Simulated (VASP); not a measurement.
Here is the system:

```
As
1.0
    3.70911    -1.90145    -0.00409
    3.70911     1.90145    -0.00409
    2.73782     0.00000     3.14284
As
2
Direct
  0.22731   0.22731   0.22731
  0.77269   0.77269   0.77269
```

Level of theory: TPSS meta-GGA, VASP's PBE PAW potentials (set 64) (plane waves; VASP). Numerical set-up: 520 eV cut-off, 13×13×13 Γ-centred mesh, tetrahedra with Blöchl corrections, potentials As.

### Question
What does the run give for the energy per atom (σ→0), band gap (over mesh and band path) with the smallest direct gap where there is one?

### Answer

* **band gap (over mesh and band path)**: none (metal, semimetal or under 0.01 eV)
* **energy per atom (σ→0)**: -12716 meV/atom

The compound is As in the a7 structure. It was relaxed first.
